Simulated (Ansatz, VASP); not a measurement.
One calculation of InP2N3, two programs

```
CELL_PARAMETERS angstrom
3.33624 -1.56583 0.40049
3.33624 1.56583 0.40049
1.08686 0.00000 7.74032
ATOMIC_POSITIONS crystal
In 0.50000 0.50000 0.50000
P 0.04543 0.04543 0.15293
P 0.95457 0.95457 0.84707
N 0.50000 0.50000 0.00000
N 0.12574 0.12574 0.65687
N 0.87426 0.87426 0.34313
```

Change from the starting cell: species swapped into the MgMn2O3 type (C2/m, No. 12).

Alike in both runs: functional PBE; k mesh 6 × 6 × 2; occupations gaussian, width 0.1 eV; no spin polarisation.

Ansatz relaxed the structure, and its values are those at the end. VASP's run is a single point on that final structure, the one shown.

|  | VASP | Ansatz |
| --- | --- | --- |
| version | VASP 6.6.1 | Ansatz 0.2.0 |
| potentials or method | VASP PAW PBE potentials, release 64 (In_d, P, N) | scalar-relativistic, plane waves, PAW |
| plane-wave cutoff (eV) | 520 | 420 |
| valence electrons in the cell | 38 | 38 |

Ansatz gave:

```
gap on the k mesh at the Fermi level (eV) : none
pressure (GPa)                            : 0.1
rms of the force components (eV/Å)        : 0.016
```

Estimate VASP's values.

gap on the k mesh at the Fermi level (eV): none; pressure (GPa): -0.1; rms of the force components (eV/Å): 0.052.

A gap of «none» marks a metal or a gap that the smearing closes. The functional is the same, so the differences come from potentials, cutoffs and numerics.

Caveats: the k mesh is coarse (spacing up to 0.42 Å⁻¹), so the values aren't converged.
